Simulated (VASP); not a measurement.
# MgI2: structure and properties in VASP, part 6 of 7

What structure does MgI2 take at this level, and what are its properties? The start is a cell from a database of measured crystal structures.

VASP 6.6.1, plane waves and PAW; the level of theory is named at each step.

So far, gap on the k-mesh (eV): step 2 (full relaxation (AM05 + D4)) 3.60; step 5 (density of states (AM05 + D4)) 3.61; step 7 (NMR shifts (AM05 + D4)) 3.67.

The database entry behind the starting cell has ideal inner coordinates that were not refined, so it need not match the best structure at ambient conditions.

## 9. Dielectric tensor and Born charges (AM05 + D4)

This step: AM05 with D4; plane waves and PAW (I, Mg) (VASP 6.6.1).

The response to a static field gives the electronic dielectric tensor and the Born charges. It needs tightly converged orbitals, hence the small EDIFF.

INCAR reads:

```
SYSTEM = MgI2
PREC = Accurate
ENCUT = 400
EDIFF = 1E-08
NELM = 100
ISMEAR = 0
SIGMA = 0.01
LREAL = .FALSE.
ALGO = Normal
GGA = AM
IVDW = 13
LORBIT = 11
LWAVE = .FALSE.
LCHARG = .FALSE.
LEPSILON = .TRUE.
```

POSCAR reads:

```
MgI2
1.0
    4.1226219969      0.0000000000      0.0000000000
   -2.0613109984      3.5702953795      0.0000000000
    0.0000000000      0.0000000000      6.9637543950
I Mg
2 1
Direct
    0.6666666667      0.3333333333      0.7608283187
    0.3333333333      0.6666666667      0.2391716813
    0.0000000000      0.0000000000      0.0000000000
```

KPOINTS reads:

```
Automatic mesh
0
Gamma
7 7 4
0 0 0
```

The projector-augmented-wave data sets are I and Mg (PBE family, release 64).

Command:

```
$ mpirun -np 1 vasp_std
```

The program printed:

```text
[... set-up lines as in an earlier step ...]
 entering main loop
       N       E                     dE             d eps       ncg     rms          rms(c)
DAV:   1     0.728425675455E+02    0.72843E+02   -0.51650E+03   672   0.846E+02
DAV:   2    -0.264861398746E+01   -0.75491E+02   -0.70239E+02  1012   0.144E+02
DAV:   3    -0.784502499787E+01   -0.51964E+01   -0.51743E+01   852   0.447E+01
DAV:   4    -0.794078177330E+01   -0.95757E-01   -0.95729E-01   880   0.765E+00
DAV:   5    -0.794251273627E+01   -0.17310E-02   -0.17309E-02   840   0.104E+00    0.418E+00
DAV:   6    -0.780775187148E+01    0.13476E+00   -0.14872E-01   748   0.212E+00    0.271E+00
DAV:   7    -0.777796337457E+01    0.29788E-01   -0.13679E-01   748   0.209E+00    0.703E-01
DAV:   8    -0.777659523740E+01    0.13681E-02   -0.88162E-03   776   0.577E-01    0.253E-01
DAV:   9    -0.777672534457E+01   -0.13011E-03   -0.86109E-04   804   0.230E-01    0.840E-02
DAV:  10    -0.777671341400E+01    0.11931E-04   -0.27451E-05   844   0.426E-02    0.297E-02
DAV:  11    -0.777672589092E+01   -0.12477E-04   -0.18842E-05   748   0.319E-02    0.172E-02
DAV:  12    -0.777672703303E+01   -0.11421E-05   -0.10423E-06   860   0.653E-03    0.797E-03
DAV:  13    -0.777672753346E+01   -0.50042E-06   -0.19983E-07   760   0.291E-03    0.114E-03
DAV:  14    -0.777672779292E+01   -0.25947E-06   -0.40652E-07   748   0.454E-03    0.328E-03
DAV:  15    -0.777672776539E+01    0.27534E-07   -0.85871E-09   632   0.655E-04    0.222E-03
DAV:  16    -0.777672772532E+01    0.40071E-07   -0.37178E-09   496   0.420E-04    0.655E-04
DAV:  17    -0.777672770557E+01    0.19754E-07   -0.32646E-09   508   0.403E-04    0.375E-04
DAV:  18    -0.777672770954E+01   -0.39767E-08   -0.29760E-10   432   0.158E-04
   1 F= -.82848856E+01 E0= -.82848856E+01  d E =-.121692E-33
 Linear response reoptimize wavefunctions to high precision
DAV:   1    -0.777672771534E+01    0.50816E+00   -0.85834E-11   492   0.719E-05
DAV:   2    -0.777672771533E+01    0.72760E-11   -0.16820E-11   404   0.294E-05
 Linear response G [H, r] |phi>, progress :
  Direction:   1
       N       E                     dE             d eps       ncg     rms
RMM:   1    -0.830112748647E+02   -0.83011E+02    0.13404E+02  1488   0.697E+01
RMM:   2    -0.715545550176E+02    0.11457E+02   -0.63539E+00  1197   0.159E+01
RMM:   3    -0.716378736051E+02   -0.83319E-01   -0.16936E-01  1214   0.323E+00
RMM:   4    -0.716406663440E+02   -0.27927E-02   -0.61224E-03  1265   0.571E-01
RMM:   5    -0.716407712049E+02   -0.10486E-03   -0.37259E-04  1261   0.137E-01
RMM:   6    -0.716407784860E+02   -0.72811E-05   -0.61025E-05  1285   0.309E-02
RMM:   7    -0.716407790411E+02   -0.55515E-06   -0.43589E-05  1289   0.883E-03
RMM:   8    -0.716407788736E+02    0.16753E-06   -0.27538E-05  1273   0.323E-03
RMM:   9    -0.716407791105E+02   -0.23690E-06    0.10745E-05  1254   0.196E-03
RMM:  10    -0.716407787665E+02    0.34404E-06    0.41046E-05  1006   0.163E-03
RMM:  11    -0.716407794118E+02   -0.64531E-06   -0.23267E-04   796   0.156E-03
RMM:  12    -0.716407795393E+02   -0.12754E-06   -0.11486E-04   705   0.155E-03
RMM:  13    -0.716407795851E+02   -0.45778E-07   -0.51735E-05   679   0.155E-03
 Linear response G [H, r] |phi>, progress :
  Direction:   2
       N       E                     dE             d eps       ncg     rms
RMM:   1    -0.836338880593E+02   -0.83634E+02    0.12034E+02  1428   0.696E+01
RMM:   2    -0.740501843184E+02    0.95837E+01   -0.57444E+00  1198   0.155E+01
RMM:   3    -0.741299408244E+02   -0.79757E-01   -0.15481E-01  1220   0.309E+00
RMM:   4    -0.741320701156E+02   -0.21293E-02   -0.58095E-03  1265   0.567E-01
RMM:   5    -0.741321560962E+02   -0.85981E-04   -0.30343E-04  1276   0.138E-01
RMM:   6    -0.741321593193E+02   -0.32231E-05    0.24521E-05  1290   0.320E-02
RMM:   7    -0.741321593342E+02   -0.14903E-07    0.35482E-05  1289   0.930E-03
RMM:   8    -0.741321589079E+02    0.42630E-06    0.16773E-05  1278   0.351E-03
RMM:   9    -0.741321596424E+02   -0.73453E-06    0.22163E-05  1265   0.216E-03
RMM:  10    -0.741321600691E+02   -0.42662E-06   -0.23244E-05  1021   0.182E-03
RMM:  11    -0.741321600642E+02    0.48692E-08   -0.12440E-04   800   0.174E-03
RMM:  12    -0.741321595099E+02    0.55433E-06   -0.11225E-04   713   0.173E-03
RMM:  13    -0.741321597861E+02   -0.27627E-06   -0.61303E-05   666   0.173E-03
 Linear response G [H, r] |phi>, progress :
  Direction:   3
       N       E                     dE             d eps       ncg     rms
RMM:   1    -0.850663104710E+02   -0.85066E+02    0.13234E+02  1443   0.698E+01
RMM:   2    -0.727868926203E+02    0.12279E+02   -0.71782E+00  1179   0.167E+01
RMM:   3    -0.728807320291E+02   -0.93839E-01   -0.20821E-01  1193   0.330E+00
RMM:   4    -0.728831521957E+02   -0.24202E-02   -0.71455E-03  1226   0.591E-01
RMM:   5    -0.728832493405E+02   -0.97145E-04   -0.41946E-04  1248   0.140E-01
RMM:   6    -0.728832539110E+02   -0.45704E-05   -0.43217E-05  1266   0.332E-02
RMM:   7    -0.728832546787E+02   -0.76768E-06   -0.33814E-05  1283   0.951E-03
RMM:   8    -0.728832558994E+02   -0.12208E-05   -0.67110E-05  1218   0.358E-03
RMM:   9    -0.728832541953E+02    0.17041E-05   -0.12662E-04  1210   0.214E-03
RMM:  10    -0.728832543173E+02   -0.12201E-06   -0.46017E-04  1032   0.178E-03
RMM:  11    -0.728832540825E+02    0.23485E-06   -0.28297E-04   788   0.170E-03
RMM:  12    -0.728832541177E+02   -0.35167E-07   -0.22199E-04   696   0.168E-03
RMM:  13    -0.728832541202E+02   -0.25316E-08   -0.19549E-04   640   0.168E-03
 Linear response to external field (no local field effect), progress :
  Direction:   1
       N       E                     dE             d eps       ncg     rms          rms(c)
RMM:   1    -0.103877875432E+01   -0.10388E+01   -0.28614E+00  1311   0.406E+00
RMM:   2    -0.105321887920E+01   -0.14440E-01   -0.20887E-02  1206   0.800E-01
RMM:   3    -0.105345230937E+01   -0.23343E-03   -0.46002E-04  1213   0.145E-01
RMM:   4    -0.105345965172E+01   -0.73424E-05   -0.21188E-05  1259   0.261E-02
RMM:   5    -0.105345985432E+01   -0.20260E-06   -0.11628E-06  1266   0.652E-03
RMM:   6    -0.105345987259E+01   -0.18270E-07   -0.28566E-07  1248   0.141E-03
RMM:   7    -0.105345987214E+01    0.45647E-09   -0.25019E-07  1123   0.489E-04
RMM:   8    -0.105345987299E+01   -0.85889E-09   -0.42290E-07   820   0.261E-04
RMM:   9    -0.105345987151E+01    0.14877E-08   -0.32377E-07   677   0.241E-04
RMM:  10    -0.105345987147E+01    0.36074E-10   -0.24864E-07   653   0.241E-04
RMM:  11    -0.105345987064E+01    0.83475E-09   -0.30193E-07   626   0.241E-04
 change of polarisation eV/A/(eV/A) component  1 :     2.107    -0.539    -0.029
 dielectric tensor                  component  1 :     4.720    -0.951    -0.052
 Linear response to external field (no local field effect), progress :
  Direction:   2
       N       E                     dE             d eps       ncg     rms          rms(c)
RMM:   1    -0.113965029172E+01   -0.11397E+01   -0.32443E+00  1312   0.414E+00
RMM:   2    -0.115403088049E+01   -0.14381E-01   -0.21354E-02  1215   0.804E-01
RMM:   3    -0.115431212365E+01   -0.28124E-03   -0.50825E-04  1223   0.145E-01
RMM:   4    -0.115432110786E+01   -0.89842E-05   -0.23141E-05  1258   0.262E-02
RMM:   5    -0.115432138346E+01   -0.27561E-06   -0.12509E-06  1267   0.664E-03
RMM:   6    -0.115432140449E+01   -0.21026E-07   -0.22557E-07  1264   0.141E-03
RMM:   7    -0.115432140482E+01   -0.32582E-09   -0.18151E-07  1144   0.479E-04
RMM:   8    -0.115432140468E+01    0.13699E-09   -0.29833E-07   816   0.236E-04
RMM:   9    -0.115432140468E+01   -0.19629E-12   -0.23283E-07   694   0.215E-04
RMM:  10    -0.115432140486E+01   -0.17907E-09    0.34184E-08   658   0.215E-04
 change of polarisation eV/A/(eV/A) component  2 :    -0.539     2.309    -0.113
 dielectric tensor                  component  2 :    -0.951     5.076    -0.199
 Linear response to external field (no local field effect), progress :
  Direction:   3
       N       E                     dE             d eps       ncg     rms          rms(c)
RMM:   1    -0.101244811670E+01   -0.10124E+01   -0.26309E+00  1324   0.394E+00
RMM:   2    -0.102607046524E+01   -0.13622E-01   -0.19313E-02  1179   0.777E-01
RMM:   3    -0.102626412099E+01   -0.19366E-03   -0.39610E-04  1177   0.137E-01
RMM:   4    -0.102626907965E+01   -0.49587E-05   -0.17967E-05  1220   0.241E-02
RMM:   5    -0.102626921176E+01   -0.13212E-06   -0.97844E-07  1242   0.611E-03
RMM:   6    -0.102626922427E+01   -0.12508E-07   -0.25793E-07  1234   0.128E-03
RMM:   7    -0.102626922443E+01   -0.15411E-09   -0.22631E-07  1130   0.434E-04
RMM:   8    -0.102626922442E+01    0.11398E-10   -0.28459E-07   791   0.212E-04
RMM:   9    -0.102626922441E+01    0.64826E-11   -0.36748E-07   676   0.194E-04
RMM:  10    -0.102626922365E+01    0.75713E-09   -0.20636E-07   619   0.193E-04
RMM:  11    -0.102626922507E+01   -0.14186E-08   -0.23158E-07   541   0.193E-04
 change of polarisation eV/A/(eV/A) component  3 :    -0.029    -0.113     2.053
 dielectric tensor                  component  3 :    -0.052    -0.199     4.624
 Linear response to external field, progress :
  Direction:   1
       N       E                     dE             d eps       ncg     rms          rms(c)
RMM:   1    -0.108832514339E+01   -0.10883E+01   -0.30440E+00  2792   0.411E+00
RMM:   2    -0.110362546294E+01   -0.15300E-01   -0.20383E-02  2571   0.785E-01    0.214E+00
RMM:   3    -0.101751311525E+01    0.86112E-01   -0.12677E-01  2439   0.175E+00    0.105E+00
RMM:   4    -0.105740783979E+01   -0.39895E-01   -0.11589E-01  2458   0.171E+00    0.227E-01
RMM:   5    -0.109245548834E+01   -0.35048E-01   -0.27821E-03  2564   0.406E-01    0.411E-02
RMM:   6    -0.109289548590E+01   -0.44000E-03   -0.99625E-05  2695   0.649E-02    0.227E-02
RMM:   7    -0.109403175365E+01   -0.11363E-02   -0.31417E-05  2551   0.405E-02    0.226E-03
RMM:   8    -0.109429754258E+01   -0.26579E-03   -0.12511E-06  2722   0.679E-03    0.141E-03
RMM:   9    -0.109433575737E+01   -0.38215E-04   -0.81546E-07  2547   0.357E-03    0.593E-04
RMM:  10    -0.109435022396E+01   -0.14467E-04   -0.69706E-07  2701   0.162E-03    0.233E-04
RMM:  11    -0.109434522676E+01    0.49972E-05   -0.41512E-07  2656   0.595E-04    0.253E-05
RMM:  12    -0.109434699797E+01   -0.17712E-05   -0.12399E-07  2021   0.238E-04    0.197E-05
RMM:  13    -0.109434669551E+01    0.30246E-06    0.12579E-07  1527   0.212E-04    0.489E-06
 change of polarisation eV/A/(eV/A) component  1 :     1.952    -0.371     0.019
 dielectric tensor                  component  1 :     4.447    -0.655     0.033
 Linear response to external field, progress :
  Direction:   2
       N       E                     dE             d eps       ncg     rms          rms(c)
RMM:   1    -0.108919427027E+01   -0.10892E+01   -0.30527E+00  2831   0.406E+00
RMM:   2    -0.110362236572E+01   -0.14428E-01   -0.20649E-02  2601   0.785E-01    0.214E+00
RMM:   3    -0.101764417109E+01    0.85978E-01   -0.12777E-01  2475   0.175E+00    0.105E+00
RMM:   4    -0.105757562376E+01   -0.39931E-01   -0.11812E-01  2465   0.171E+00    0.229E-01
RMM:   5    -0.109237417137E+01   -0.34799E-01   -0.28317E-03  2588   0.406E-01    0.486E-02
RMM:   6    -0.109278627987E+01   -0.41211E-03   -0.98206E-05  2739   0.652E-02    0.289E-02
RMM:   7    -0.109397681393E+01   -0.11905E-02   -0.35368E-05  2592   0.421E-02    0.299E-03
RMM:   8    -0.109427961972E+01   -0.30281E-03   -0.17103E-06  2781   0.756E-03    0.232E-03
RMM:   9    -0.109433743792E+01   -0.57818E-04   -0.10186E-06  2576   0.403E-03    0.489E-04
RMM:  10    -0.109434834815E+01   -0.10910E-04   -0.81451E-07  2798   0.117E-03    0.363E-04
RMM:  11    -0.109434401465E+01    0.43335E-05   -0.98564E-08  2636   0.778E-04    0.110E-04
RMM:  12    -0.109434865008E+01   -0.46354E-05   -0.14049E-07  2554   0.326E-04    0.522E-05
RMM:  13    -0.109434672694E+01    0.19231E-05   -0.24283E-07  1927   0.219E-04    0.131E-05
RMM:  14    -0.109434643127E+01    0.29567E-06   -0.21470E-07  1431   0.191E-04    0.233E-06
 change of polarisation eV/A/(eV/A) component  2 :    -0.370     1.952    -0.000
 dielectric tensor                  component  2 :    -0.654     4.447    -0.000
 Linear response to external field, progress :
  Direction:   3
       N       E                     dE             d eps       ncg     rms          rms(c)
RMM:   1    -0.101244811670E+01   -0.10124E+01   -0.26309E+00  1324   0.394E+00
RMM:   2    -0.102607046524E+01   -0.13622E-01   -0.19313E-02  1179   0.777E-01    0.256E+00
RMM:   3    -0.859941227830E+00    0.16613E+00   -0.20643E-01  1135   0.202E+00    0.120E+00
RMM:   4    -0.868351804813E+00   -0.84106E-02   -0.21041E-01  1129   0.177E+00    0.483E-01
RMM:   5    -0.900314395484E+00   -0.31963E-01   -0.16401E-02  1174   0.657E-01    0.155E-01
RMM:   6    -0.898598092427E+00    0.17163E-02   -0.83370E-04  1209   0.105E-01    0.805E-02
RMM:   7    -0.899554005648E+00   -0.95591E-03   -0.28958E-04  1141   0.107E-01    0.272E-02
RMM:   8    -0.900221210431E+00   -0.66720E-03   -0.59611E-05  1205   0.354E-02    0.369E-03
RMM:   9    -0.900159571118E+00    0.61639E-04   -0.66728E-06  1213   0.134E-02    0.312E-03
RMM:  10    -0.900159202530E+00    0.36859E-06   -0.14749E-06  1280   0.240E-03    0.195E-03
RMM:  11    -0.900148097765E+00    0.11105E-04   -0.40070E-07  1209   0.142E-03    0.109E-03
RMM:  12    -0.900140413883E+00    0.76839E-05   -0.81359E-07  1208   0.111E-03    0.221E-04
RMM:  13    -0.900142336154E+00   -0.19223E-05   -0.12546E-06  1208   0.366E-04    0.927E-05
RMM:  14    -0.900139032221E+00    0.33039E-05   -0.11268E-05  1013   0.186E-04    0.278E-05
RMM:  15    -0.900138368106E+00    0.66411E-06   -0.11765E-05   780   0.143E-04    0.157E-05
RMM:  16    -0.900138160609E+00    0.20750E-06   -0.10767E-05   452   0.121E-04    0.264E-06
 change of polarisation eV/A/(eV/A) component  3 :    -0.036    -0.105     1.592
 dielectric tensor                  component  3 :    -0.063    -0.185     3.810
 Born effective charges drift removed
```

It took 7 min on 1 MPI rank of AMD EPYC 7R43, shared host; peak memory 0.27 GiB.

OUTCAR, selected parts (step 9):

```text
   k-points           NKPTS =     28   k-points in BZ     NKDIM =     28   number of bands    NBANDS=     12

   NELECT =      16.0000    total number of electrons

  Total      -0.01539    -0.01539     0.01564    -0.00000     0.00000     0.00000
  in kB      -0.24050    -0.24050     0.24441    -0.00000     0.00000     0.00000
  external pressure =       -0.08 kB  Pullay stress =        0.00 kB

 POSITION                                       TOTAL-FORCE (eV/Angst)
 -----------------------------------------------------------------------------------
      2.06131      1.19010      5.29822         0.000000      0.000000      0.008982
     -0.00000      2.38020      1.66553        -0.000000      0.000000     -0.008982
      0.00000      0.00000      0.00000         0.000000      0.000000      0.000000
 -----------------------------------------------------------------------------------
    total drift:                                0.000000     -0.000000     -0.000000

  DFT-D4 for vdW energy calculation

  Edisp (eV):   -0.50816

 MACROSCOPIC STATIC DIELECTRIC TENSOR (including local field effects in DFT)
 ------------------------------------------------------
           4.446888     0.000000     0.000000
           0.000000     4.446888     0.000000
           0.000000     0.000000     3.809766
 ------------------------------------------------------

 PIEZOELECTRIC TENSOR (including local field effects)  for field in x, y, z        (C/m^2)
          XX          YY          ZZ          XY          YZ          ZX
  --------------------------------------------------------------------------------
  x     0.00000     0.00000     0.00000     0.00000     0.00000     0.00000
  y     0.00000     0.00000     0.00000     0.00000     0.00000     0.00000
  z     0.00000     0.00000     0.00000     0.00000     0.00000     0.00000

 BORN EFFECTIVE CHARGES (including local field effects) (in |e|, cummulative output)
 ---------------------------------------------------------------------------------
 ion    1
    1    -1.23878    -0.00000     0.00000
    2    -0.00000    -1.23878     0.00000
    3     0.00000    -0.00000    -0.75260
 ion    2
    1    -1.23878    -0.00000     0.00000
    2    -0.00000    -1.23878     0.00000
    3     0.00000    -0.00000    -0.75260
 ion    3
    1     2.47756     0.00000    -0.00000
    2     0.00000     2.47756    -0.00000
    3    -0.00000     0.00000     1.50521

[... 6 parts as in an earlier step ...]

[... 4 further parts left out ...]
```

Energies printed during the response cycles are not total energies of the cell.

Numbers from this step:

- irreducible k-points: 28
- Fermi energy: 2.316 eV
- pressure: -0.007886 GPa
- conduction bottom at k: 0, 0.4286, 0.25
- gap on the k-mesh: 3.630 eV

Electronic dielectric tensor with local fields:

```
4.45 0.00 0.00
0.00 4.45 0.00
0.00 0.00 3.81
```

Born effective charge (e), principal values of the symmetric part by kind of site:

```
atom  atoms with these values    low  middle   high   mean
  I1                        2  -1.24   -1.24  -0.75  -1.08
 Mg3                        1   1.51    2.48   2.48   2.15
```

In full for I1:

```
-1.24  0.00  0.00
 0.00 -1.24  0.00
 0.00  0.00 -0.75
```

The Born charges sum to zero; the printed set may have that rule imposed, so this is no test. Born charges and mode vectors give each infrared mode its dipole; summed over the modes, dipole squared over frequency squared adds 3.00 to the electronic 4.23, for a mean static constant of 7.23. The mean Born charge of I, -1.08 e, lies near its nominal -1, though a dynamic charge doesn't by itself measure how ionic a bond is.

[end of part 6 of 7]

[Lines on the potential files, build, host, timing and source positions are cut from VASP's logs without a mark.]

[Logs are printed without paths, hosts, clocks, repeated set-up lines and the standing remarks that a program may print on its own settings, such as how far it seeks lower states.]

[Hosts, paths, dates, database ids (printed as entryN), source tags and the programs' standing remarks are cut or masked in the printed files.]

[A measured line is paired with the nearest computed mode of its activity, which favours agreement.]

[In band tables of VASP the shares of atoms and orbitals are scaled to a sum of 1 inside the atoms' spheres.]
